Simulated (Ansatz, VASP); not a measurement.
## One calculation of AlHg, two programs

INCAR

```
AGGAC = 1.0
AGGAX = 1.0
ALDAC = 0.0
ALDAX = 1.0
ALGO = Fast
EDIFF = 1E-7
EDIFFG = -0.01
ENCUT = 600
GGA = B5
IBRION = 2
ISIF = 3
ISMEAR = -1
LASPH = T
LCHARG = F
LREAL = F
LWAVE = F
NELM = 60
NSW = 60
PREC = Accurate
SIGMA = 0.05
```

The input KPOINTS:

```
k-points
0
Gamma
  8 8 8
```

File POSCAR:

```
AlHg
1.0
    0.0000000000      3.0685300000      3.0685300000
    3.0685300000      0.0000000000      3.0685300000
    3.0685300000      3.0685300000      0.0000000000
Al Hg
1 1
Direct
    0.0000000000      0.0000000000      0.0000000000
    0.7500000000      0.7500000000      0.7500000000
```

The input input.yaml:

```yaml
crystal:
  lattice:
    - [0.0, 3.06853, 3.06853]
    - [3.06853, 0.0, 3.06853]
    - [3.06853, 3.06853, 0.0]
  atoms:
    - { symbol: Al, position: [0.0, 0.0, 0.0] }
    - { symbol: Hg, position: [0.75, 0.75, 0.75] }
hamiltonian:
  xc: blyp
  pseudopotentials: { kind: paw }
kpoints:
  mp_grid: { grid: [8, 8, 8] }
scf:
  occupations: { method: fermi_dirac, width: 0.05 }
output:
  forces: true
  stress: true
  eigenvalues: true
  write_density: true
  write_potential: true
  elf: true
  volumetric_format: npy
relax:
  f_tol: 0.01
  max_steps: 40
  cell: { stress_tol: 0.05 }
```

The cell was built by a generator and needn't be a form met in nature.

Alike in both runs: task relaxation of cell and atoms; functional BLYP; k mesh 8 × 8 × 8; occupations fermi-dirac, width 0.05 eV; no spin polarisation.

|  | VASP | Ansatz |
| --- | --- | --- |
| version | VASP 6.6.1 | Ansatz 0.2.0 |
| potentials or method | VASP PAW PBE potentials, release 64 (Al, Hg) | Ansatz PAW |
| plane-wave cutoff (eV) | 600 | 420 |
| valence electrons in the cell | 15 | 23 |

Ansatz gave:

| Property | Result |
| --- | --- |
| gap on the k mesh at the Fermi level, each at its own relaxed structure (eV) | none |
| relaxed volume (Å³/atom) | 31.52 |
| relaxed cell length with the largest relative difference (Å) | 4.467 |
| energy change over the relaxation (meV/atom) | -18 |

**Question.** What did VASP give for the same quantities?

**Answer.** gap on the k mesh at the Fermi level, each at its own relaxed structure (eV): none; relaxed volume (Å³/atom): 31.76; relaxed cell length with the largest relative difference (Å): 4.479; energy change over the relaxation (meV/atom): -21.

A gap of «none» marks a metal or a gap that the smearing closes. The two sets of potentials don't hold the same shells in valence.

Caveats: the PAW data sets were made with another functional, which shifts forces and pressure a little (VASP); the plane-wave basis is chosen anew once the cell has moved, so the energies of steps on either side of that aren't comparable (Ansatz); the PAW data sets come from PBE, with cores solved anew for the run's functional, which leaves a small shift of forces and pressure (Ansatz). The runs have no spin-orbit coupling, so splittings on Hg are missing.
